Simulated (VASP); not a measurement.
# BN (Qingsongite): what moves the LDA gap besides the functional, part 2 of 2

How far does the LDA gap of BN (Qingsongite) depend on cutoff, mesh and cell? The starting structure is a measured crystal structure from the Crystallography Open Database. Cell and atoms stay as given unless a step says otherwise.

VASP 6.6.1.

Results so far: reference 4.342 eV; cell and atoms relaxed by LDA 4.373 eV; no band path 4.342 eV.

**5. Bands with a cutoff of 640 eV**

Level of this step: LDA; plane waves and PAW (N, B) (VASP).

Against step 2 the input has ENCUT = 640.

INCAR

```
SYSTEM = BN
PREC = Accurate
ENCUT = 640
EDIFF = 1E-06
NELM = 100
ISMEAR = 0
SIGMA = 0.03
LREAL = .FALSE.
ALGO = Normal
GGA = CA
NBANDS = 16
LORBIT = 11
LWAVE = .FALSE.
LCHARG = .FALSE.
KPAR = 8
LASPH = .TRUE.
```

POSCAR

```
BN
1.0
    0.0000000000      1.8075000000      1.8075000000
    1.8075000000      0.0000000000      1.8075000000
    1.8075000000      1.8075000000      0.0000000000
N B
1 1
Direct
    0.7500000000      0.7500000000      0.7500000000
    0.0000000000      0.0000000000      0.0000000000
```

KPOINTS

```
Automatic mesh
0
Gamma
10 10 10
0 0 0
```

KPOINTS_OPT

```
Line mode
10
Line-mode
Reciprocal
  0.00000000   0.00000000   0.00000000 GAMMA
  0.50000000   0.00000000   0.50000000 X

  0.50000000   0.00000000   0.50000000 X
  0.50000000   0.25000000   0.75000000 W

  0.50000000   0.25000000   0.75000000 W
  0.37500000   0.37500000   0.75000000 K

  0.37500000   0.37500000   0.75000000 K
  0.00000000   0.00000000   0.00000000 GAMMA

  0.00000000   0.00000000   0.00000000 GAMMA
  0.50000000   0.50000000   0.50000000 L

  0.50000000   0.50000000   0.50000000 L
  0.62500000   0.25000000   0.62500000 U

  0.62500000   0.25000000   0.62500000 U
  0.50000000   0.25000000   0.75000000 W

  0.50000000   0.25000000   0.75000000 W
  0.50000000   0.50000000   0.50000000 L

  0.50000000   0.50000000   0.50000000 L
  0.37500000   0.37500000   0.75000000 K

  0.62500000   0.25000000   0.62500000 U
  0.50000000   0.00000000   0.50000000 X
```

PAW data sets: N and B (LDA family, release 64).

Run with:

```console
> mpirun -np 8 vasp_std
```

Log:

```text
[... set-up lines as in an earlier step ...]
 entering main loop
       N       E                     dE             d eps       ncg     rms          rms(c)
DAV:   1     0.139274533928E+02    0.13927E+02   -0.53166E+03  1512   0.586E+02
DAV:   2    -0.200586756511E+02   -0.33986E+02   -0.32807E+02  2000   0.140E+02
DAV:   3    -0.205382434437E+02   -0.47957E+00   -0.47937E+00  1640   0.136E+01
DAV:   4    -0.205385510427E+02   -0.30760E-03   -0.30760E-03  2024   0.428E-01
[...]
DAV:   9    -0.194083405190E+02    0.15331E-03   -0.11070E-03  1704   0.213E-01    0.869E-02
DAV:  10    -0.194083183823E+02    0.22137E-04   -0.54700E-05  1944   0.479E-02    0.132E-02
DAV:  11    -0.194083187003E+02   -0.31799E-06   -0.10449E-06  1392   0.618E-03
   1 F= -.19408319E+02 E0= -.19408319E+02  d E =-.981468E-20
 Start KPOINTS_OPT (optional k-point list driver)
k-point batch [1-47\100]
       N       E                     dE             ncg
DAV:   1     0.155116186226E+04   -0.15825E+05     1520
DAV:   2    -0.136686202369E+02   -0.15648E+04     1944
DAV:   3    -0.382368413757E+02   -0.24568E+02     1704
DAV:   4    -0.382498286625E+02   -0.12987E-01     1960
DAV:   5    -0.382498353872E+02   -0.67247E-05     1720
DAV:   6    -0.382498353921E+02   -0.49125E-08     1560
[...]
k-point batch [95-100\100]
       N       E                     dE             ncg
DAV:   1     0.204460166651E+05   -0.28429E+04      192
DAV:   2     0.202514483062E+05   -0.19457E+03      240
DAV:   3     0.202485449055E+05   -0.29034E+01      280
DAV:   4     0.202485431335E+05   -0.17721E-02      200
DAV:   5     0.202485431323E+05   -0.11550E-05      280
DAV:   6     0.202485431323E+05   -0.13206E-08      160
```

Run time: 2.8 s. Hardware: 8 MPI ranks of Intel Xeon 6975P-C (Granite Rapids), shared host; peak memory 1 GiB.

From OUTCAR (step 5):

```text
  Total       -0.7672510     -0.7672510     -0.7672510      0.0000000      0.0000000     -0.0000000
  in kB     -104.0837985   -104.0837985   -104.0837985      0.0000000      0.0000000     -0.0000000
  external PRESSURE =    -104.0837985 kB  Pullay stress =       0.0000000 kB

 POSITION                                       TOTAL-FORCE (eV/Angst)
 -----------------------------------------------------------------------------------
      2.71125      2.71125      2.71125        -0.000000     -0.000000     -0.000000
      0.00000      0.00000      0.00000         0.000000      0.000000      0.000000
 -----------------------------------------------------------------------------------
    total drift:                                0.000000      0.000000      0.000000

  FREE ENERGIE OF THE ION-ELECTRON SYSTEM (eV)
  ---------------------------------------------------
  free  energy   TOTEN  =       -19.4083187003 eV

  energy  without entropy=      -19.4083187003  energy(sigma->0) =      -19.40831870

[... 1 part as in an earlier step ...]

[... 2 further parts left out ...]
[key lines of the parts left out:]
E-fermi :   7.5682
```

With a cutoff of 640 eV the gap is 4.343 eV, +0.002 eV from the reference.

**6. Bands with a 14×14×14 mesh**

Against step 2 the input has a 14×14×14 mesh.

INCAR: that of step 5 with these lines changed.

```diff
@@ -2,3 +2,3 @@
 PREC = Accurate
-ENCUT = 640
+ENCUT = 460
 EDIFF = 1E-06
```

POSCAR is that of step 5.

KPOINTS

```
Automatic mesh
0
Gamma
14 14 14
0 0 0
```

KPOINTS_OPT is that of step 5.

Run with:

```console
> mpirun -np 8 vasp_std
```

Log:

```text
[... set-up lines as in an earlier step ...]
 entering main loop
       N       E                     dE             d eps       ncg     rms          rms(c)
DAV:   1     0.783517828692E+01    0.78352E+01   -0.43273E+03  3440   0.450E+02
DAV:   2    -0.201797736574E+02   -0.28015E+02   -0.27171E+02  4408   0.121E+02
DAV:   3    -0.205352951373E+02   -0.35552E+00   -0.35540E+00  3672   0.109E+01
DAV:   4    -0.205354872719E+02   -0.19213E-03   -0.19213E-03  4408   0.315E-01
[...]
DAV:   9    -0.194069669830E+02    0.15958E-03   -0.10388E-03  3840   0.202E-01    0.884E-02
DAV:  10    -0.194069460332E+02    0.20950E-04   -0.50499E-05  4200   0.461E-02    0.137E-02
DAV:  11    -0.194069463056E+02   -0.27247E-06   -0.84474E-07  3016   0.509E-03
   1 F= -.19406946E+02 E0= -.19406946E+02  d E =-.163442E-20
 Start KPOINTS_OPT (optional k-point list driver)
k-point batch [1-100\100]
       N       E                     dE             ncg
DAV:   1     0.236520783797E+04   -0.33236E+05     3288
DAV:   2    -0.339460970790E+03   -0.27047E+04     4136
DAV:   3    -0.373089955098E+03   -0.33629E+02     3688
DAV:   4    -0.373104977084E+03   -0.15022E-01     4240
DAV:   5    -0.373104984629E+03   -0.75455E-05     3784
DAV:   6    -0.373104984638E+03   -0.87899E-08     3328
```

It took 3.2 s on 8 MPI ranks; peak memory 0.96 GiB.

Parts of OUTCAR (step 6):

```text
  Total       -0.8089274     -0.8089274     -0.8089274      0.0000000     -0.0000000      0.0000000
  in kB     -109.7375398   -109.7375398   -109.7375398      0.0000000     -0.0000000      0.0000000
  external PRESSURE =    -109.7375398 kB  Pullay stress =       0.0000000 kB

  FREE ENERGIE OF THE ION-ELECTRON SYSTEM (eV)
  ---------------------------------------------------
  free  energy   TOTEN  =       -19.4069463056 eV

  energy  without entropy=      -19.4069463056  energy(sigma->0) =      -19.40694631

[... 2 parts as in an earlier step ...]

[... 2 further parts left out ...]
[key lines of the parts left out:]
E-fermi :   7.5731
```

With a 14×14×14 mesh the gap is 4.342 eV, +0.000 eV from the reference.

**7. The runs compared**

```
                          run  gap (eV)  change (eV)  core minutes
                    reference     4.342            -          0.32
cell and atoms relaxed by LDA     4.373        0.031         0.347
                 no band path     4.342          0.0         0.187
           a cutoff of 640 eV     4.343        0.002         0.373
              a 14×14×14 mesh     4.342          0.0         0.427
```

Core minutes are wall time times ranks of the run shown, on a shared host.

**8. What came out**

```json
{
 "reference gap": "4.342 eV",
 "gap with cell and atoms relaxed by LDA": "4.373 eV",
 "gap with no band path": "4.342 eV",
 "gap with a cutoff of 640 eV": "4.343 eV",
 "gap with a 14×14×14 mesh": "4.342 eV"
}
```

In words: Among the runs that read a gap along the path, the one with cell and atoms relaxed by LDA moves it most, by +0.031 eV. On finer settings it changes by +0.002 eV with a cutoff of 640 eV and +0.000 eV with a 14×14×14 mesh. The functional's own error isn't tested here. Further runs on this material are not shown.

[Lines on the potential files, build, host, timing and source positions are cut from VASP's logs without a mark.]

[Logs are printed without paths, hosts, clocks, repeated set-up lines and the standing remarks that a program may print on its own settings, such as how far it seeks lower states.]

[Hosts, paths, dates, database ids (printed as entryN), source tags and the programs' standing remarks are cut or masked in the printed files.]
